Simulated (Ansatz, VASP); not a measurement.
# Cross-check of Mo2W (Mo2W in the C11b ordering) between VASP and Ansatz, part 2 of 2

One calculation is typed for both programs; each brings its own data sets. How far apart do they land? The cell is generated by rule, not measured, and may not be a known phase. The cell is taken from a series of runs on this material, whose earlier steps may have relaxed, scaled, displaced or heated it; both programs get it as it stands.

VASP 6.6.1 and Ansatz 0.2.0.

So far: Set-up; VASP: relaxation of cell and atoms, PBEsol; Ansatz: relaxation of cell and atoms, PBEsol; Comparison.

## (5) VASP: zone-centre phonons, PBEsol

Level of this step: PBEsol; plane waves and PAW (W, Mo_sv); invented cell (VASP).

Second derivatives magnify differences that forces hide, and they need a tight electronic threshold.

Contents of INCAR:

```
SYSTEM = Mo2W
PREC = Accurate
ENCUT = 600
EDIFF = 1E-08
NELM = 120
ISMEAR = 1
SIGMA = 0.2
LREAL = .FALSE.
ALGO = Normal
GGA = PS
NBANDS = 23
LASPH = .TRUE.
LORBIT = 11
LWAVE = .FALSE.
LCHARG = .FALSE.
ISIF = 2
IBRION = 8
GGA_COMPAT = .FALSE.
KPAR = 2
```

Contents of POSCAR:

```
Mo2W
1.0
    3.1378279071      0.0000000000      0.0000000000
    0.0000000000      3.1378279071      0.0000000000
    1.5689139536      1.5689139536      4.7038698753
W Mo
1 2
Direct
    0.0000000000      0.0000000000      0.0000000000
    0.6666827701      0.6666827701      0.6666344598
    0.3333172299      0.3333172299      0.3333655402
```

Contents of KPOINTS:

```
Automatic mesh
0
Gamma
6 6 6
0 0 0
```

Potentials, in the order of the species: W and Mo_sv (PBE family, release 64).

Command:

```console
$ mpirun -np 2 vasp_std
```

Numbers of over 12 decimals in the logs are rounded to 6 here.

The program printed:

```text
[banner, memory and clock lines left out]
running    2 mpi-ranks, on    1 nodes
[...]
[... a notice as in an earlier step ...]

 LDA part: xc-table for (Slater+PW92), standard interpolation
 POSCAR, INCAR and KPOINTS ok, starting setup
[...]
entering main loop
       N       E                     dE             d eps       ncg     rms          rms(c)
DAV:   1     0.357815309426E+03    0.35782E+03   -0.21965E+04  1452   0.166E+03
DAV:   2    -0.275343525959E+02   -0.38535E+03   -0.37314E+03  1590   0.492E+02
DAV:   3    -0.395187505308E+02   -0.11984E+02   -0.11501E+02  1908   0.782E+01
DAV:   4    -0.396791966674E+02   -0.16045E+00   -0.16013E+00  1408   0.906E+00
[...]
DAV:  14    -0.374527204969E+02    0.72811E-07   -0.26825E-07  1686   0.378E-03    0.144E-03
DAV:  15    -0.374527204373E+02    0.59597E-07   -0.15423E-08  1156   0.123E-03    0.449E-04
DAV:  16    -0.374527204439E+02   -0.66188E-08   -0.15130E-09   928   0.311E-04
   1 F= -.37452720E+02 E0= -.37453534E+02  d E =0.244203E-02
[...]
RMM:  17    -0.581300186385E+00   -0.50857E-07   -0.42931E-08  7503   0.997E-05    0.171E-06
RMM:  18    -0.581300259934E+00   -0.73549E-07   -0.56462E-08  6842   0.693E-05    0.707E-07
RMM:  19    -0.581300259580E+00    0.35416E-09   -0.30961E-08  7052   0.473E-05    0.116E-06
 first order change of Fermi-energy  -0.35217E-04
 force on displaced ion       2 direction 1 :  -7.455   0.000   0.001
 Linear response progress:
  Degree of freedom:   4/  4
       N       E                     dE             d eps       ncg     rms          rms(c)
RMM:   1    -0.859471889374E+00   -0.85947E+00    0.39742E+00  1466   0.208E+01
RMM:   2    -0.653827810212E+00    0.20564E+00   -0.31936E-01  2046   0.390E+00    0.235E-01
RMM:   3    -0.652577364338E+00    0.12504E-02   -0.87542E-03  2432   0.616E-01    0.249E-01
RMM:   4    -0.652086861014E+00    0.49050E-03   -0.18193E-03  2693   0.223E-01    0.123E-01
[...]
RMM:  24    -0.651232338776E+00   -0.51048E-07    0.13787E-08  3052   0.256E-05    0.293E-06
RMM:  25    -0.651232355730E+00   -0.16954E-07    0.22298E-08  3033   0.174E-05    0.318E-06
RMM:  26    -0.651232351694E+00    0.40361E-08    0.12372E-10  2330   0.124E-05    0.262E-06
 first order change of Fermi-energy  -0.30039E+00
 force on displaced ion       2 direction 3 :  -0.000  -0.000 -16.143
 Linear response finished
```

Parts of OUTCAR (step 5):

```text
  Total       -0.0747799     -0.0747799     -0.1391934      0.0000000     -0.0000000     -0.0000000
  in kB       -2.5869127     -2.5869127     -4.8152137      0.0000000     -0.0000000     -0.0000000
  external PRESSURE =      -3.3296797 kB  Pullay stress =       0.0000000 kB

 POSITION                                       TOTAL-FORCE (eV/Angst)
 -----------------------------------------------------------------------------------
      0.00000      0.00000      0.00000         0.000000      0.000000     -0.000000
      3.13783      3.13783      3.13576         0.000000      0.000000      0.091581
      1.56891      1.56891      1.56811        -0.000000     -0.000000     -0.091581
 -----------------------------------------------------------------------------------
    total drift:                               -0.000000     -0.000000      0.000000

[... 2 further parts left out ...]
```

The k-mesh is coarse for a metal.

## (6) Ansatz: zone-centre phonons, PBEsol

The same cell, functional, mesh and smearing now go to Ansatz, which takes its cutoff from its data sets.

The cell is taken from a series of runs on this material, whose earlier steps may have relaxed, scaled, displaced or heated it; both programs get it as it stands.

Contents of input.yaml:

```yaml
crystal:
  lattice:
    - [3.1378279071, 0.0, 0.0]
    - [0.0, 3.1378279071, 0.0]
    - [1.5689139536, 1.5689139536, 4.7038698753]
  atoms:
    - { symbol: W, position: [0.0, 0.0, 0.0] }
    - { symbol: Mo, position: [0.6666827701, 0.6666827701, 0.6666344598] }
    - { symbol: Mo, position: [0.3333172299, 0.3333172299, 0.3333655402] }
kpoints:
  mp_grid: { grid: [6, 6, 6] }
hamiltonian:
  xc: pbesol
scf:
  occupations: { method: methfessel_paxton, width: 0.2 }
output:
  eigenvalues: true
phonons:
  method: dfpt
  qmesh: [2, 2, 2]
  temperatures: { t_max: 1000, t_step: 50 }
  qpath:
    path:
      - [[0.0, 0.0, 0.0], [0.5, 0.5, 0.5], [0.5, 0.5, 0.75], [0.5, 0.0, 0.5], [0.0, 0.0, 0.0], [0.0, 0.0, 0.5], [0.44437658, 0.0, 0.72218829]]
      - [[0.55562342, 0.0, 0.27781171], [0.0, 0.0, 0.0]]
      - [[0.5, 0.5, 0.5], [0.55562342, 0.44437658, 0.5]]
      - [[0.44437658, 0.44437658, 0.94437658], [0.0, 0.0, 0.5]]
    npoints: 10
```

Command:

```console
$ ansatz run input.yaml --threads 4 --pin off --max-ram 8192MiB --backend cpu --events-out ev --progress --plain --runs-dir out
```

The program printed:

```text
[...]
largest difference from the sums on the solved wave vectors: F 6.04e-2 eV, S 9.27e-5 and C_V 3.23e-5 eV/K
  zero-point energy: 0.102208 eV/cell   skipped modes (ω ≤ 0): 3   left out of the sums: 4.92e-5 of the cell's modes: C_V's classical limit lies that fraction below 3 k_B per atom; for a crystal, a wire or a layer, F and S can be off by more, and a phonons.interpolated_qmesh denser along its periods is the remedy for the sampling
[key lines of the parts left out:]
SCF converged after 8 iterations
Free energy (F): -20051.527439 eV
Fermi energy:    21.909067 eV
```

## (7) Comparison

What differs besides the data sets and the points named for the pairs above, as far as they apply: VASP's run holds the zone centre alone; the data sets hold 42 valence electrons in Ansatz (on its default PAW (the set named soft_2) files) and 34 in VASP. Total energies have different zeros and are not compared.

Both answers:

| quantity | Ansatz | VASP | difference |
| --- | --- | --- | --- |
| optical mode 1 to 2 (cm⁻¹) | 150.6 | 149.8 | +0.52 % |
| optical mode 3 to 4 (cm⁻¹) | 176.3 | 176.6 | -0.16 % |
| optical mode 5 (cm⁻¹) | 218.0 | 217.7 | +0.11 % |
| optical mode 6 (cm⁻¹) | 261.1 | 261.1 | +0.02 % |

Modes are paired by rising frequency, not by their patterns, so a pair may set unlike modes beside each other; they are those without the splitting of longitudinal modes.

## (8) Outcome

* difference in volume (relaxation of cell and atoms, PBEsol): 0.17 %
* r.m.s. difference of the optical zone-centre modes, each program's sorted by frequency (zone-centre phonons, PBEsol): 0.49 cm⁻¹
* difference in optical mode 1 to 2 (zone-centre phonons, PBEsol): +0.5 %

**Reading.** The difference in volume is 0.17 % (relaxation of cell and atoms, PBEsol), within the 1.2 % picked in this series as the mark of a large difference, as far as the stopping tolerances let one tell. The data sets hold unlike numbers of valence electrons (42 in Ansatz and 34 in VASP), so part of the differences comes from the potentials. Among the rows given in per cent, the largest difference of the zone-centre phonons, PBEsol pair is in optical mode 1 to 2, +0.5 %. 1 further run of this series is not shown here. How closely two codes agree says nothing of how well the functional describes the real material.

[Lines on the potential files, build, host, timing and source positions are cut from VASP's logs without a mark.]

[Logs are printed without paths, hosts, clocks, repeated set-up lines and the standing remarks that a program may print on its own settings, such as how far it seeks lower states.]

[Hosts, paths, dates, database ids (printed as entryN), source tags and the programs' standing remarks are cut or masked in the printed files.]
